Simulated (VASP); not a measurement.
Crystal: Ga2GeO5.

```xyz
8
Lattice="3.7145 0.0000 0.0000 -1.8573 3.2169 0.0000 0.0000 0.0000 8.5982" Properties=species:S:1:pos:R:3 pbc="T T T"
Ga    0.0000    0.0000    6.1526
Ga    0.0000    0.0000    2.4456
Ge    0.0000    0.0000    0.0000
O     0.0000    2.1446    3.2034
O     1.8573    1.0723    5.3948
O     1.8573    0.0000    0.0000
O    -0.9286    1.6084    0.0000
O     0.9286    1.6084    0.0000
```

The cell was built by a generator and needn't be a form met in nature.

| Quantity | Value |
| --- | --- |
| Program | VASP 6.6.1 |
| Task | relaxation of cell and atoms |
| Functional | PBE |
| Potentials or basis | VASP PAW PBE potentials, release 64 (Ga_d, Ge_d, O) |
| Cutoff | 520 eV |
| k mesh | 4 × 4 × 2 |
| Occupations | gaussian, width 0.15 eV |
| Spin | no spin polarisation |

At the start: pressure 20.8 GPa; volume 12.84 Å³/atom.

Task: How do energy, volume and symmetry change on relaxing?

Result: Over 10 steps the energy falls by 245.2 meV/atom and the volume is 15.14 Å³/atom (+17.9 %); space group P-3m1 (No. 164, to 0.05 Å).

Step by step:
| step | energy change (eV) | largest force (eV/Å) | pressure (GPa) | volume (Å³) |
| --- | --- | --- | --- | --- |
| 1 | 0.0000 | 2.7059 | 20.76 | 102.74 |
| 2 | -1.1155 | 0.8707 | -8.72 | 129.25 |
| 3 | -1.4472 | 1.3401 | -1.89 | 119.33 |
| 4 | -1.6677 | 0.7486 | -0.83 | 118.41 |
| 5 | -1.8453 | 0.4356 | 1.82 | 116.99 |
| 6 | -1.7655 | 0.1257 | 7.83 | 114.10 |
| 7 | -1.8791 | 0.0957 | 4.38 | 115.65 |
| 8 | -1.9569 | 0.0706 | 0.07 | 120.42 |
| 9 | -1.9570 | 0.0936 | 0.63 | 120.29 |
| 10 | -1.9618 | 0.0437 | -0.23 | 121.12 |

Final structure:
```yaml
crystal:
  lattice:
    - [3.93625, 0.00000, 0.00000]
    - [-1.96812, 3.40889, 0.00000]
    - [0.00000, 0.00000, 9.02687]
  atoms:
    - { symbol: Ga, position: [0.00000, 0.00000, 0.66588] }
    - { symbol: Ga, position: [0.00000, 0.00000, 0.33412] }
    - { symbol: Ge, position: [0.00000, 0.00000, 0.00000] }
    - { symbol: O, position: [0.33333, 0.66667, 0.34391] }
    - { symbol: O, position: [0.66667, 0.33333, 0.65609] }
    - { symbol: O, position: [0.50000, 0.00000, 0.00000] }
    - { symbol: O, position: [0.00000, 0.50000, 0.00000] }
    - { symbol: O, position: [0.50000, 0.50000, 0.00000] }
```

Caveat: the k mesh is coarse (spacing up to 0.49 Å⁻¹), so the values aren't converged; the volume moved by over 15 % at a fixed basis, so the end points are rough.
